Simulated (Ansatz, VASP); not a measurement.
# Cross-check of SnO2 (amorphous SnO2) between VASP and Ansatz

Wanted: the spread between two codes on one cell, functional and k mesh. Of the first pair: The structure shown is the start of the Ansatz relaxation below; VASP solves that cell, so the two are compared at the walk's first step.

Program: Ansatz 0.2.0. Level of theory: plane waves, with VASP 6.6.1 beside it; PBE. Results are calculated unless marked as measured.

### 1. Set-up

The cell holds 108 atoms: 36 Sn and 72 O. Its edges and angles: a = 10.629 Å, b = 11.130 Å, c = 11.341 Å, α = 89.0°, β = 89.8°, γ = 84.9°. As first built, before any earlier steps moved the atoms or strained the cell (in the runner's words): 108 atoms (36 Sn, 72 O) placed at random at 6.03 g/cm^3, melted at 5000 K for 10 ps at fixed volume with the Morse and Coulomb pair potential with partial charges (Pedone, Malavasi, Menziani, Cormack and Segre, J. Phys. Chem. B 110, 11780 (2006)). Quenched from 5000 K to 300 K at 50 K/ps and fixed volume, held 10 ps at zero pressure, then minimised at fixed cell.

### 2. Ansatz: relaxation, PBE

Ansatz runs on its PAW soft_1 files.

The two programs are compared at the cell with which this relaxation starts, whose forces are those of its first step.

Input file input.yaml:

```yaml
crystal:
  lattice:
    - [10.61819, 0.48051, 0.01846]
    - [0.48051, 11.11896, 0.09807]
    - [0.01846, 0.09807, 11.34072]
  atoms:
    - { symbol: Sn, position: [0.8408, 0.48253, 0.226] }
    - { symbol: Sn, position: [0.98931, 0.15695, 0.50481] }
    - { symbol: Sn, position: [0.57578, 0.05497, 0.74344] }
    - { symbol: Sn, position: [0.7536, 0.66409, 0.0274] }
    - { symbol: Sn, position: [0.95806, 0.82493, 0.87104] }
    - { symbol: Sn, position: [0.63723, 0.77176, 0.26643] }
    - { symbol: Sn, position: [0.1703, 0.54465, 0.64712] }
    - { symbol: Sn, position: [0.4016, 0.64621, 0.01578] }
    - { symbol: Sn, position: [0.84766, 0.61447, 0.73154] }
    - { symbol: Sn, position: [0.0091, 0.64818, 0.43197] }
    - { symbol: Sn, position: [0.74557, 0.31609, 0.60248] }
    - { symbol: Sn, position: [0.46955, 0.44084, 0.79607] }
    - { symbol: Sn, position: [0.92166, 0.87169, 0.14189] }
    - { symbol: Sn, position: [0.25781, 0.23295, 0.71847] }
    - { symbol: Sn, position: [0.97684, 0.33237, 0.80247] }
    - { symbol: Sn, position: [0.32794, 0.38384, 0.18443] }
    - { symbol: Sn, position: [0.39193, 0.91485, 0.07168] }
    - { symbol: Sn, position: [0.79735, 0.12302, 0.96951] }
    - { symbol: Sn, position: [0.13525, 0.08467, 0.24879] }
    - { symbol: Sn, position: [0.43171, 0.21271, 0.94929] }
    - { symbol: Sn, position: [0.52422, 0.09591, 0.22388] }
    - { symbol: Sn, position: [0.68025, 0.60813, 0.48493] }
    - { symbol: Sn, position: [0.3343, 0.07155, 0.50549] }
    - { symbol: Sn, position: [0.07922, 0.59033, 0.01546] }
    - { symbol: Sn, position: [0.13394, 0.38911, 0.37642] }
    - { symbol: Sn, position: [0.11429, 0.04055, 0.91402] }
    - { symbol: Sn, position: [0.09034, 0.30778, 0.07534] }
    - { symbol: Sn, position: [0.86984, 0.86932, 0.55323] }
    - { symbol: Sn, position: [0.21102, 0.80367, 0.26857] }
    - { symbol: Sn, position: [0.39669, 0.72736, 0.51663] }
[... 72 atom lines left out ...]
    - { symbol: O, position: [0.45609, 0.1044, 0.38021] }
    - { symbol: O, position: [0.0482, 0.42346, 0.94844] }
    - { symbol: O, position: [0.57276, 0.76025, 0.42792] }
    - { symbol: O, position: [0.41, 0.12276, 0.80366] }
    - { symbol: O, position: [0.81594, 0.82657, 0.99947] }
    - { symbol: O, position: [0.87576, 0.80171, 0.71639] }
kpoints:
  mp_grid: { grid: [1, 1, 1] }
hamiltonian:
  xc: pbe
  pseudopotentials: { kind: paw, azcp: { folder: soft_1 } }
scf:
  occupations: { method: fixed }
output:
  forces: true
  eigenvalues: true
  stress: true
relax:
  f_tol: 0.05
  max_steps: 70
```

Run with:

```bash
> ansatz run input.yaml --threads 4 --pin off --max-ram 8192MiB --backend cpu --events-out ev --progress --plain --runs-dir out
```

Numbers of over 12 decimals in the logs are rounded to 6 here.

Log:

```text
Warning: output.stress: scf.convergence.dr2_threshold = 1e-7 eV (the SCF's general default) is looser than the 1.08e-8 eV advised for a printed stress (1e-10 eV for each atom of the cell: 108). What an SCF threshold leaves in a stress goes as its square root, and in the free energy as the threshold itself, and one threshold admits the most on a small cell: [figures from the program's tests cut] Every solve of this ru [...]
Engine: ansatz 0.2.0, x86_64-unknown-linux-gnu
Pseudopotentials: kind: paw
Pseudopotential: Sn, paw, valence charge 14, recommended cutoff 420 eV (normal), soft_1/Sn.paw.azcp
Pseudopotential: O, paw, valence charge 6, recommended cutoff 420 eV (normal), soft_1/O.paw.azcp
Functional definition: PBE
  parameter kappa = 0.804
  parameter beta = 0.066725
  exchange = pbe_x(kappa = kappa, mu = beta*pi^2/3)
  correlation = pbe_c(beta = beta)
Crystal: 108 atoms, lattice volume = 1336.199 Å³
Basis set: ecut = 420 eV, 26091 PW (Γ), exchange–correlation on 144×150×160 points (8 copies of the dense FFT grid, shifted against one another)
Bands: 576, of which v1, the nominal top of the filled ones, is band 468 counted from 1 (467 counted from 0)
Symmetry: 1 space group operations
Space group: P1 (ITA 1), of the structure as read, at distance tolerance 1.1e-4 Å
k-points: 1
Non-local potential: Sn, projectors of the file, l = 0: 2, l = 1: 2, l = 2: 2, l = 3: 1
Non-local potential: O, projectors of the file, l = 0: 2, l = 1: 2, l = 2: 1
PAW form: soft (Blöchl's): semilocal exchange-correlation on the pseudo side does not see the compensation charge
PAW one-centre angular grid: Sn, 590 points (default); XC on 64 Gauss nodes
PAW one-centre angular grid: O, 110 points (default); XC on 64 Gauss nodes
Initial density: superposition of atomic densities (chi_scale 0.1, normalization cell, long waves kept (reshape's long-wave potential 0.16 eV rms))
Initial wavefunctions: pseudopotential atomic-orbital guess
Functional: x = pbe(κ = 0.804, μ = 0.219515), c = pbe(β = 0.066725)
SCF iter   1: F=—  HF=-257713.423199 eV  |F-HF|=—  |Δ(HF+E_count)|=         —  Δρ=8.42e-2  dr2=8.24e1  ethr=3.10e-3  ⟨swp⟩=4.0  Hψ=1977  notcnv=0  defer=102
preconditioner: auto → Resta (q_TF=auto, 2.571 Å⁻¹)  ε∞=3.4  [insulator: Δε(μ)=1.844 eV  Ē_g=19.947 eV  n_scr=396 (ndim 8)  ℏωp=31.1 eV  f_vac=0.034  ε∞_Penn≈3.4]
SCF iter   2: F=—  HF=-257694.728628 eV  |F-HF|=—  |Δ(HF+E_count)|=    1.87e1  Δρ=3.74e-2  dr2=1.10e1  ethr=3.10e-3  ⟨swp⟩=2.0  Hψ=938  notcnv=0  defer=101
SCF iter   3: F=—  HF=-257693.380505 eV  |F-HF|=—  |Δ(HF+E_count)|=    1.35e0  Δρ=1.42e-2  dr2=2.41e0  ethr=1.18e-3  ⟨swp⟩=3.0  Hψ=946  notcnv=0  defer=105
SCF iter   4: F=—  HF=-257693.343024 eV  |F-HF|=—  |Δ(HF+E_count)|=   3.75e-2  Δρ=4.47e-3  dr2=2.39e-1  ethr=2.58e-4  ⟨swp⟩=2.0  Hψ=711  notcnv=0  defer=106
SCF iter   5: F=—  HF=-257693.383466 eV  |F-HF|=—  |Δ(HF+E_count)|=   4.04e-2  Δρ=2.23e-3  dr2=5.76e-2  ethr=2.55e-5  ⟨swp⟩=2.0  Hψ=914  notcnv=0  defer=106
SCF iter   6: F=—  HF=-257693.397907 eV  |F-HF|=—  |Δ(HF+E_count)|=   1.44e-2  Δρ=6.84e-4  dr2=6.26e-3  ethr=6.15e-6  ⟨swp⟩=2.0  Hψ=725  notcnv=0  defer=106
SCF iter   7: F=—  HF=-257693.407539 eV  |F-HF|=—  |Δ(HF+E_count)|=   9.63e-3  Δρ=4.46e-4  dr2=2.28e-3  ethr=6.69e-7  ⟨swp⟩=2.0  Hψ=764  notcnv=0  defer=106
SCF iter   8: F=—  HF=-257693.407644 eV  |F-HF|=—  |Δ(HF+E_count)|=   1.05e-4  Δρ=1.02e-4  dr2=1.33e-4  ethr=2.44e-7  ⟨swp⟩=2.0  Hψ=726  notcnv=0  defer=106
SCF iter   9: F=—  HF=-257693.407883 eV  |F-HF|=—  |Δ(HF+E_count)|=   2.39e-4  Δρ=6.64e-5  dr2=5.11e-5  ethr=1.42e-8  ⟨swp⟩=2.0  Hψ=762  notcnv=0  defer=106
SCF iter  10: F=-257693.407895 eV  HF=-257693.407891 eV  |F-HF|=4.33e-6  |Δ(HF+E_count)|=   8.49e-6  Δρ=1.96e-5  dr2=5.18e-6  ethr=5.46e-9  ⟨swp⟩=14.0  Hψ=2808  notcnv=0
SCF 1 converged in 10 iterations: F = -257693.407895 eV  dr2 = 5.18e-6
  greatest PAW one-centre occupation: 0.997 electrons in one spin orbital (limit 2), on the Sn atom at site 22 (counted from 0), in its partial waves of l = 2
[...]
- { symbol: Sn, position: [0.982541, 0.158203, 0.518080] }
    - { symbol: Sn, position: [0.577061, 0.059284, 0.752741] }
    - { symbol: Sn, position: [0.759308, 0.642157, 0.020872] }
    - { symbol: Sn, position: [0.947434, 0.808178, 0.840890] }
    - { symbol: Sn, position: [0.660054, 0.786223, 0.249583] }
    - { symbol: Sn, position: [0.165378, 0.558644, 0.675482] }
    - { symbol: Sn, position: [0.436281, 0.646522, 0.026057] }
    - { symbol: Sn, position: [0.823979, 0.608728, 0.687215] }
    - { symbol: Sn, position: [0.00722112, 0.624336, 0.439961] }
    - { symbol: Sn, position: [0.732584, 0.321254, 0.618041] }
    - { symbol: Sn, position: [0.460106, 0.469815, 0.815786] }
    - { symbol: Sn, position: [0.933509, 0.860255, 0.174388] }
    - { symbol: Sn, position: [0.255159, 0.225636, 0.732755] }
    - { symbol: Sn, position: [0.969887, 0.339747, 0.804212] }
    - { symbol: Sn, position: [0.318725, 0.395226, 0.185000] }
    - { symbol: Sn, position: [0.388567, 0.925901, 0.058722] }
    - { symbol: Sn, position: [0.792410, 0.118405, 0.980930] }
    - { symbol: Sn, position: [0.143516, 0.074985, 0.251512] }
    - { symbol: Sn, position: [0.441658, 0.221925, 0.955830] }
    - { symbol: Sn, position: [0.505211, 0.090944, 0.223106] }
    - { symbol: Sn, position: [0.665358, 0.602380, 0.458555] }
    - { symbol: Sn, position: [0.325396, 0.077801, 0.508900] }
    - { symbol: Sn, position: [0.108881, 0.593354, -0.00785502] }
    - { symbol: Sn, position: [0.156537, 0.361653, 0.407108] }
[...]
- { symbol: Sn, position: [0.199424, 0.727169, 0.241550] }
    - { symbol: Sn, position: [0.390894, 0.739771, 0.505986] }
    - { symbol: Sn, position: [0.435353, 0.400573, 0.532993] }
    - { symbol: Sn, position: [0.556030, 0.767801, 0.777448] }
    - { symbol: Sn, position: [0.626265, 0.113394, 0.482716] }
    - { symbol: Sn, position: [0.816263, 0.186135, 0.261035] }
    - { symbol: Sn, position: [0.137210, 0.886849, 0.605370] }
    - { symbol: Sn, position: [0.611012, 0.381326, 0.130172] }
    - { symbol: O, position: [0.473512, 0.269928, 0.181202] }
    - { symbol: O, position: [0.972712, 0.091739, 0.334131] }
    - { symbol: O, position: [0.456913, 0.507296, 0.155096] }
    - { symbol: O, position: [0.800684, 0.694825, 0.860991] }
    - { symbol: O, position: [0.533138, 0.373912, 0.964362] }
    - { symbol: O, position: [0.100158, 0.890915, 0.779892] }
    - { symbol: O, position: [0.274814, 0.908709, 0.476854] }
    - { symbol: O, position: [0.776812, 0.473543, 0.538606] }
    - { symbol: O, position: [0.989440, 0.564124, 0.613690] }
    - { symbol: O, position: [0.038552, 0.317872, 0.526013] }
    - { symbol: O, position: [0.017793, 0.700614, 0.267539] }
    - { symbol: O, position: [0.264159, 0.954155, 0.935281] }
    - { symbol: O, position: [0.825524, 0.689017, 0.487321] }
    - { symbol: O, position: [0.934779, 0.587435, 0.090372] }
    - { symbol: O, position: [1.065136, 0.638246, 0.822195] }
    - { symbol: O, position: [0.901689, 0.232844, 0.681912] }
    - { symbol: O, position: [0.338297, 0.387434, 0.366255] }
    - { symbol: O, position: [0.562887, 0.387857, 0.686768] }
    - { symbol: O, position: [0.177266, 0.527628, 0.485951] }
    - { symbol: O, position: [0.132375, 0.385099, 0.726912] }
    - { symbol: O, position: [0.121764, 0.190451, 0.853628] }
    - { symbol: O, position: [0.198731, 0.556953, 0.150810] }
    - { symbol: O, position: [0.813776, 0.867047, 0.318443] }
    - { symbol: O, position: [0.316941, 0.767094, 0.112303] }
[...]
- { symbol: O, position: [0.911210, 0.245369, 0.947527] }
    - { symbol: O, position: [0.559760, 0.602423, 0.876037] }
    - { symbol: O, position: [0.453461, 0.111760, 0.389393] }
    - { symbol: O, position: [0.054242, 0.426229, 0.951570] }
    - { symbol: O, position: [0.567381, 0.761644, 0.407998] }
    - { symbol: O, position: [0.400041, 0.108786, 0.819840] }
    - { symbol: O, position: [0.777006, 0.806364, 1.097643] }
    - { symbol: O, position: [0.883558, 0.789369, 0.677837] }
```

### 3. VASP: single point, PBE, start cell, pair 1

The same cell, functional and mesh now go to VASP, with its own data sets.

Lines of VASP's logs that name or quote its potential files are left out, and so is its time.

Input file INCAR:

```
SYSTEM = SnO2
PREC = Accurate
ENCUT = 520
EDIFF = 1E-06
NELM = 120
ISMEAR = 0
SIGMA = 0.01
LREAL = Auto
ALGO = Normal
GGA = PE
NBANDS = 544
LORBIT = 11
LWAVE = .FALSE.
LCHARG = .FALSE.
ISIF = 2
LASPH = .TRUE.
GGA_COMPAT = .FALSE.
EFERMI = MIDGAP
NCORE = 2
```

Input file POSCAR:

```
SnO2
1.0
   10.6181900000      0.4805100000      0.0184600000
    0.4805100000     11.1189600000      0.0980700000
    0.0184600000      0.0980700000     11.3407200000
Sn O
36 72
Direct
    0.8407994166      0.4825293054      0.2259959856
    0.9893084529      0.1569499633      0.5048132114
    0.5757819245      0.0549711090      0.7434431014
    0.7536022501      0.6640908183      0.0274022387
    0.9580573848      0.8249261634      0.8710393830
    0.6372312951      0.7717605636      0.2664337142
    0.1702969921      0.5446469114      0.6471231804
    0.4016031552      0.6462095828      0.0157761264
    0.8476621381      0.6144682353      0.7315400836
    0.0091041829      0.6481777007      0.4319712637
    0.7455691756      0.3160872514      0.6024783361
    0.4695504147      0.4408421126      0.7960692719
    0.9216564732      0.8716930363      0.1418868719
    0.2578125235      0.2329496560      0.7184724963
    0.9768405749      0.3323710345      0.8024686171
    0.3279424319      0.3838428271      0.1844329740
    0.3919296726      0.9148466981      0.0716838051
    0.7973476786      0.1230229123      0.9695077654
    0.1352512841      0.0846671995      0.2487937229
    0.4317086686      0.2127143610      0.9492933218
    0.5242211875      0.0959128321      0.2238761477
    0.6802511055      0.6081301706      0.4849342228
    0.3343024477      0.0715526456      0.5054892113
    0.0792184658      0.5903266518      0.0154614780
    0.1339379747      0.3891124720      0.3764194200
    0.1142891393      0.0405474301      0.9140172525
    0.0903371833      0.3077808674      0.0753433914
    0.8698439816      0.8693237798      0.5532266115
    0.2110219542      0.8036689655      0.2685710184
    0.3966926438      0.7273629381      0.5166289769
[... 72 atom lines left out ...]
    0.4560866214      0.1044035358      0.3802088215
    0.0482017620      0.4234591324      0.9484390372
    0.5727616146      0.7602523786      0.4279242297
    0.4100017533      0.1227610354      0.8036608075
    0.8159369842      0.8265715846      0.9994670469
    0.8757563936      0.8017057038      0.7163928092
```

Input file KPOINTS:

```
Automatic mesh
0
Gamma
1 1 1
0 0 0
```

PAW data sets: Sn_d and O (PBE family, release 64).

Run with:

```bash
> mpirun -np 8 vasp_gam
```

Log:

```text
[banner, memory and clock lines left out]
running    8 mpi-ranks, on    1 nodes
[...]
LDA part: xc-table for (Slater+PW92), standard interpolation
 POSCAR, INCAR and KPOINTS ok, starting setup
[...]
entering main loop
       N       E                     dE             d eps       ncg     rms          rms(c)
DAV:   1     0.282476656700E+05    0.28248E+05   -0.35666E+05  1088   0.315E+03
DAV:   2     0.654936554082E+04   -0.21698E+05   -0.20866E+05  1088   0.995E+02
DAV:   3     0.270129166536E+03   -0.62792E+04   -0.59043E+04  1136   0.397E+02
DAV:   4    -0.703239214981E+03   -0.97337E+03   -0.94925E+03  1256   0.166E+02
[...]
DAV:  18    -0.637431115833E+03    0.12866E-05   -0.35749E-06   920   0.126E-02    0.437E-03
DAV:  19    -0.637431114786E+03    0.10463E-05   -0.32867E-06   888   0.870E-03    0.204E-03
DAV:  20    -0.637431115000E+03   -0.21394E-06   -0.32949E-06   792   0.557E-03
   1 F= -.63743112E+03 E0= -.63743112E+03  d E =0.000000E+00
```

OUTCAR, selected parts (step 3):

```text
  FREE ENERGIE OF THE ION-ELECTRON SYSTEM (eV)
  ---------------------------------------------------
  free  energy   TOTEN  =      -637.4311150004 eV

  energy  without entropy=     -637.4311150004  energy(sigma->0) =     -637.43111500
```

The run ends at a pressure of 21.46 GPa, with forces up to 1.4 eV/Å.

[end of part 1 of 2]

[Lines on the potential files, build, host, timing and source positions are cut from VASP's logs without a mark.]

[Logs are printed without paths, hosts, clocks, repeated set-up lines and the standing remarks that a program may print on its own settings, such as how far it seeks lower states.]

[Hosts, paths, dates, database ids (printed as entryN), source tags and the programs' standing remarks are cut or masked in the printed files.]
